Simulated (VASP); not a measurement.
Here is the system:

```xyz
3
Lattice="0.0000 2.6932 2.6932 2.6932 0.0000 2.6932 2.6932 2.6932 0.0000" Properties=species:S:1:pos:R:3 pbc="T T T"
Si     1.3466     1.3466     1.3466
Si     4.0397     4.0397     4.0397
Ni     0.0000     0.0000     0.0000
```

Calculation: PBE GGA, VASP's PBE PAW potentials (set 64) (plane waves; VASP). Numerical set-up: 300 eV cut-off, 9×9×9 Γ-centred mesh, Gaussian smearing of 0.10 eV, potentials Si Ni.

Give the energies of bands 2 to 12 at the high-symmetry points, in eV from the Fermi level.

| band | Γ | X | U | L | W |
|---|---|---|---|---|---|
| 2 | -5.30 | -8.16 | -8.98 | -10.13 | -9.01 |
| 3 | -5.30 | -7.39 | -7.55 | -4.88 | -7.17 |
| 4 | -5.30 | -4.62 | -5.06 | -4.88 | -6.85 |
| 5 | -3.60 | -4.62 | -4.50 | -3.79 | -3.81 |
| 6 | -3.60 | -3.68 | -3.88 | -3.41 | -3.81 |
| 7 | -0.25 | -3.68 | -3.50 | -3.41 | -3.68 |
| 8 | 1.69 | -3.52 | -2.99 | -1.51 | -3.25 |
| 9 | 1.69 | -3.19 | -2.70 | -1.51 | -2.50 |
| 10 | 1.69 | -0.43 | 0.18 | 1.78 | 2.21 |
| 11 | 2.24 | 1.37 | 3.63 | 1.78 | 2.21 |
| 12 | 2.24 | 7.73 | 4.68 | 1.78 | 4.64 |

It has no gap at this level: it comes out as a metal or semimetal.

The structure comes from a computed database's Si2Ni entry (Fm-3m); how it stands against other phases isn't given here. The cell was not relaxed at this level. The run is not spin-polarised, so no magnetic state was tried.
